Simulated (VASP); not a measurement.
Here is the system:

```yaml
crystal:
  lattice:
    - [10.93707, 0.00000, 0.00000]
    - [0.00000, 10.93707, 0.00000]
    - [0.00000, 0.00000, 10.93707]
  atoms:
    - { symbol: Si, position: [0.49979, 0.99998, 0.00026] }
    - { symbol: Si, position: [0.62420, 0.12514, 0.12747] }
    - { symbol: Si, position: [0.74997, 0.24804, 0.00057] }
    - { symbol: Si, position: [0.87713, 0.37318, 0.12323] }
    - { symbol: Si, position: [0.74754, 0.99859, 0.25271] }
    - { symbol: Si, position: [0.87278, 0.12523, 0.37601] }
    - { symbol: Si, position: [0.99994, 0.00011, 0.00033] }
    - { symbol: Si, position: [0.12610, 0.12376, 0.12621] }
    - { symbol: Si, position: [0.25022, 0.24811, 0.99962] }
    - { symbol: Si, position: [0.37405, 0.37466, 0.12449] }
    - { symbol: Si, position: [0.50007, 0.50013, 0.00031] }
    - { symbol: Si, position: [0.62619, 0.62562, 0.12439] }
    - { symbol: Si, position: [0.74997, 0.75205, 0.99947] }
    - { symbol: Si, position: [0.87391, 0.87639, 0.12628] }
    - { symbol: Si, position: [0.25229, 0.00166, 0.25282] }
    - { symbol: Si, position: [0.37695, 0.12968, 0.37707] }
    - { symbol: Si, position: [0.50259, 0.25605, 0.25256] }
    - { symbol: Si, position: [0.62623, 0.38870, 0.37394] }
    - { symbol: Si, position: [0.75436, 0.49912, 0.24573] }
    - { symbol: Si, position: [0.87558, 0.62535, 0.37428] }
    - { symbol: Si, position: [0.49999, 0.00016, 0.50026] }
    - { symbol: Si, position: [0.62319, 0.12969, 0.62319] }
    - { symbol: Si, position: [0.74750, 0.25609, 0.49742] }
    - { symbol: Si, position: [0.87552, 0.37473, 0.62603] }
    - { symbol: Si, position: [0.74743, 0.00161, 0.74763] }
    - { symbol: Si, position: [0.87399, 0.12354, 0.87403] }
    - { symbol: Si, position: [0.99981, 0.50005, 0.00031] }
    - { symbol: Si, position: [0.12277, 0.62684, 0.12304] }
    - { symbol: Si, position: [0.25003, 0.75206, 0.00059] }
    - { symbol: Si, position: [0.37564, 0.87501, 0.12768] }
    - { symbol: Si, position: [0.99982, 0.24819, 0.25053] }
    - { symbol: Si, position: [0.12469, 0.37485, 0.37437] }
    - { symbol: Si, position: [0.24565, 0.50114, 0.24556] }
    - { symbol: Si, position: [0.37398, 0.61168, 0.37347] }
    - { symbol: Si, position: [0.49753, 0.74427, 0.25236] }
    - { symbol: Si, position: [0.62307, 0.87056, 0.37707] }
    - { symbol: Si, position: [0.99985, 0.00002, 0.50041] }
    - { symbol: Si, position: [0.12739, 0.12522, 0.62426] }
    - { symbol: Si, position: [0.25263, 0.25603, 0.50280] }
    - { symbol: Si, position: [0.37374, 0.38840, 0.62694] }
    - { symbol: Si, position: [0.62611, 0.61129, 0.62640] }
    - { symbol: Si, position: [0.74735, 0.74397, 0.50268] }
    - { symbol: Si, position: [0.87242, 0.87480, 0.62436] }
    - { symbol: Si, position: [0.25235, 0.99847, 0.74762] }
    - { symbol: Si, position: [0.37583, 0.12508, 0.87270] }
    - { symbol: Si, position: [0.49758, 0.25589, 0.74787] }
    - { symbol: Si, position: [0.62605, 0.37469, 0.87595] }
    - { symbol: Si, position: [0.75435, 0.50099, 0.75452] }
    - { symbol: Si, position: [0.87719, 0.62675, 0.87702] }
    - { symbol: Si, position: [0.00037, 0.75196, 0.25047] }
    - { symbol: Si, position: [0.12725, 0.87490, 0.37618] }
    - { symbol: Si, position: [0.00016, 0.50017, 0.50032] }
    - { symbol: Si, position: [0.12478, 0.62550, 0.62602] }
    - { symbol: Si, position: [0.25274, 0.74412, 0.49735] }
    - { symbol: Si, position: [0.37683, 0.87054, 0.62324] }
    - { symbol: Si, position: [0.00034, 0.24811, 0.74989] }
    - { symbol: Si, position: [0.12271, 0.37329, 0.87736] }
    - { symbol: Si, position: [0.24553, 0.49906, 0.75476] }
    - { symbol: Si, position: [0.37406, 0.62548, 0.87586] }
    - { symbol: Si, position: [0.50255, 0.74408, 0.74756] }
    - { symbol: Si, position: [0.62408, 0.87496, 0.87270] }
    - { symbol: Si, position: [0.99968, 0.75194, 0.74980] }
    - { symbol: Si, position: [0.12585, 0.87648, 0.87413] }
    - { symbol: Cu, position: [0.49960, 0.49985, 0.50025] }
```
Cell charge -1.

All values below come from HSE06 screened hybrid, VASP's PBE PAW potentials (set 64) (plane waves; VASP). Settings: PREC = Normal, LREAL = Auto, ISYM = 0, NELECT = 264.0, EDIFF = 1E-5, 400 eV cut-off, 1×1×1 Γ-centred mesh, Gaussian smearing of 0.050 eV, potentials Si Cu.

The cell is charged, with a uniform compensating background. The supercell is sampled at Γ alone, which is coarse: total energies, pressure and levels can be off, energies of defects by several tenths of an eV.

What does the run give for the energy per atom (σ→0), largest force?

```yaml
energy per atom (σ→0): -6.033 eV/atom
largest_force: 0.177 eV/Å
```

Total energies compare only between runs with the same potentials, cut-off and functional.

The cell is a supercell with a defect, built from Si (diamond): Cu_Si, charge -1. The cell's shape comes from a PBE relaxation. The run is not spin-polarised, so no state with unpaired spins was tried.
